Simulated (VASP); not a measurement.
The input files of a VASP run:

KPOINTS:
```
K-points
0
G
9 9 9
0 0 0
```

INCAR:
```
SYSTEM = CdTe
PREC = Accurate
ENCUT = 400
EDIFF = 1E-6
NELM = 100
ALGO = Normal
LREAL = .FALSE.
LASPH = .TRUE.
ISMEAR = 1
SIGMA = 0.1
GGA = PE
LMAXMIX = 4
LWAVE = .FALSE.
LCHARG = .FALSE.
IBRION = 2
ISIF = 3
NSW = 60
EDIFFG = -0.01
```

File POSCAR:
```
CdTe
1
    0.0000000000     3.0576851919     3.0576851919
    3.0576851919    -0.0000000000     3.0576851919
    3.0576851919     3.0576851919     0.0000000000
Cd Te
1 1
Direct
  0.0000000000   0.0000000000   0.0000000000
  0.5000000000   0.5000000000   0.5000000000
```

POTCAR, in this order: Cd Te (PBE.64 set). Program: vasp_std.

Question: Write an equivalent input for Ansatz.

Answer: One equivalent input (not run):
Ansatz 0.2 input:
```yaml
crystal:
  lattice:
    - [0.0000000, 3.0576852, 3.0576852]
    - [3.0576852, 0.0000000, 3.0576852]
    - [3.0576852, 3.0576852, 0.0000000]
  atoms:
    - { symbol: Cd, position: [0.0000000, 0.0000000, 0.0000000] }
    - { symbol: Te, position: [0.5000000, 0.5000000, 0.5000000] }
kpoints:
  mp_grid: { grid: [9, 9, 9] }
hamiltonian:
  xc: pbe
  pseudopotentials: { kind: paw }
scf:
  occupations: { method: methfessel_paxton, width: 0.1 }
  max_iter: 100
relax:
  max_steps: 60
  f_tol: 0.01
  cell: {}
output: { forces: true, stress: true, eigenvalues: true }
```
The two are equivalent in intent, not identical: each code has its own PAW files, so the cut-off isn't converted (ENCUT is set for VASP's; basis.ecutwfc is left out, and Ansatz then takes the one that its files recommend); Ansatz stops its SCF on the density residual and VASP on the energy change (EDIFF).

The structure was generated: CdTe was put into the rock salt type (Fm-3m), which need not be its known phase. It was relaxed first. The start is the result of an earlier pass.
